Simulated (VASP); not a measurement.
SrTiO3:

```
Sr Ti O
1.0
     3.90500    0.00000    0.00000
     0.00000    3.90500    0.00000
     0.00000    0.00000    3.90500
Sr Ti O
1 1 3
Direct
  0.00000 0.00000 0.00000
  0.50000 0.50000 0.50000
  0.00000 0.50000 0.50000
  0.50000 0.00000 0.50000
  0.50000 0.50000 0.00000
```

Base run:

- Program: VASP 6.6.1
- Functional: TB-mBJ
- Potentials or basis: VASP PAW PBE potentials, release 64 (Sr_sv, Ti_sv, O)
- Cutoff: 520 eV
- k mesh: 8 × 8 × 8
- Occupations: fermi-dirac, width 0.05 eV
- Spin: no spin polarisation

Its results: band gap on the k mesh 2.83 eV, indirect (least direct gap 3.25 eV).

**Question.** The run is repeated on the same cell with these changes: functional from TB-mBJ to r2SCAN. What comes out?

**Answer.** Band gap on the k mesh 2.28 eV, indirect (least direct gap 2.66 eV).

A k mesh can miss the band edges.

Not every run made on this cell is shown here.
